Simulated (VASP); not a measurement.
```
NbP
1.0
   -1.65897     1.65897     5.64108
    1.65897    -1.65897     5.64108
    1.65897     1.65897    -5.64108
Nb P
2 2
Cartesian
  0.00000   0.00000   8.46341
  0.00000   1.65897   0.00179
  1.65897   1.65897  -1.89008
  1.65897   0.00000   0.93046
```

These are PBEsol GGA, VASP's PBE PAW potentials (set 64) (plane waves; VASP) values and carry that method's errors. Numerical set-up: 400 eV cut-off, 14×14×14 Γ-centred mesh, tetrahedra with Blöchl corrections, potentials Nb_sv P.

The cores are frozen, which limits the accuracy of field gradients.

Problem. Give the principal components of the electric field gradient (V/Å²) and the asymmetry η at each nucleus.

Solution. 
```csv
atom,Vxx,Vyy,Vzz,η
Nb1,9.6,9.2,-18.8,0.02
Nb2,9.6,9.2,-18.8,0.02
P3,-11.2,-3.6,14.8,0.51
P4,-11.2,-3.6,14.8,0.51
```

The structure comes from a computed database's NbP entry (I4_1md); how it stands against other phases isn't given here. It was relaxed first.
